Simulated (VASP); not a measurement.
A convergence study with VASP on Li (bcc): a few settings are varied, all else stays as given below, so the limit is that of these other settings. The cell's lengths are 1 % over those of the tabulated start, so it is off equilibrium.

```yaml
crystal:
  lattice:
    - [-1.76245, 1.76245, 1.76245]
    - [1.76245, -1.76245, 1.76245]
    - [1.76245, 1.76245, -1.76245]
  atoms:
    - { symbol: Li, position: [0.00000, 0.00000, 0.00000] }
```

Calculation: PBE GGA, VASP's PBE PAW potentials (set 64) (plane waves; VASP). The last row used: ADDGRID = .TRUE., 600 eV cut-off, 16×16×16 Γ-centred mesh, first-order Methfessel-Paxton smearing of 0.10 eV, potentials Li_sv.

```json
[
 {"setting": "ADDGRID = unset, ENCUT = 300, PREC = Low", "E (eV/atom)": "-2.3305", "pressure (GPa)": "-8.17", "plane waves": "276"},
 {"setting": "ADDGRID = unset, ENCUT = 300, PREC = Normal", "E (eV/atom)": "-2.3311", "pressure (GPa)": "-8.13", "plane waves": "276"},
 {"setting": "ADDGRID = .TRUE., ENCUT = 300, PREC = Normal", "E (eV/atom)": "-2.3310", "pressure (GPa)": "-8.10", "plane waves": "276"},
 {"setting": "ADDGRID = .TRUE., ENCUT = 300, PREC = Accurate", "E (eV/atom)": "-2.3296", "pressure (GPa)": "-8.12", "plane waves": "276"},
 {"setting": "ADDGRID = unset, ENCUT = 400, PREC = Low", "E (eV/atom)": "___", "pressure (GPa)": "___", "plane waves": "420"},
 {"setting": "ADDGRID = unset, ENCUT = 400, PREC = Normal", "E (eV/atom)": "-1.9095", "pressure (GPa)": "-4.21", "plane waves": "420"},
 {"setting": "ADDGRID = .TRUE., ENCUT = 400, PREC = Normal", "E (eV/atom)": "-1.9094", "pressure (GPa)": "-4.20", "plane waves": "420"},
 {"setting": "ADDGRID = .TRUE., ENCUT = 400, PREC = Accurate", "E (eV/atom)": "-1.9093", "pressure (GPa)": "-4.21", "plane waves": "420"},
 {"setting": "ADDGRID = unset, ENCUT = 500, PREC = Low", "E (eV/atom)": "-1.8993", "pressure (GPa)": "-1.17", "plane waves": "586"},
 {"setting": "ADDGRID = unset, ENCUT = 500, PREC = Normal", "E (eV/atom)": "-1.8999", "pressure (GPa)": "-1.11", "plane waves": "586"},
 {"setting": "ADDGRID = .TRUE., ENCUT = 500, PREC = Normal", "E (eV/atom)": "-1.8998", "pressure (GPa)": "-1.11", "plane waves": "586"},
 {"setting": "ADDGRID = .TRUE., ENCUT = 500, PREC = Accurate", "E (eV/atom)": "-1.8999", "pressure (GPa)": "-1.10", "plane waves": "586"},
 {"setting": "ADDGRID = unset, ENCUT = 600, PREC = Low", "E (eV/atom)": "___", "pressure (GPa)": "___", "plane waves": "746"},
 {"setting": "ADDGRID = unset, ENCUT = 600, PREC = Normal", "E (eV/atom)": "-1.8994", "pressure (GPa)": "-1.05", "plane waves": "746"},
 {"setting": "ADDGRID = .TRUE., ENCUT = 600, PREC = Normal", "E (eV/atom)": "-1.8993", "pressure (GPa)": "-1.05", "plane waves": "746"},
 {"setting": "ADDGRID = .TRUE., ENCUT = 600, PREC = Accurate", "E (eV/atom)": "-1.8994", "pressure (GPa)": "-1.05", "plane waves": "746"}
]
```

Q: Some entries are withheld; supply them.

A: 
- ADDGRID = unset, ENCUT = 400, PREC = Low, E (eV/atom): -1.9088
- ADDGRID = unset, ENCUT = 400, PREC = Low, pressure (GPa): -4.26
- ADDGRID = unset, ENCUT = 600, PREC = Low, E (eV/atom): -1.8987
- ADDGRID = unset, ENCUT = 600, PREC = Low, pressure (GPa): -1.12

Left out are rungs that failed or repeat a setting and relaxations that didn't move; long series are thinned to 24 rows.

The compound is Li in the bcc structure. The cell was not relaxed at this level.
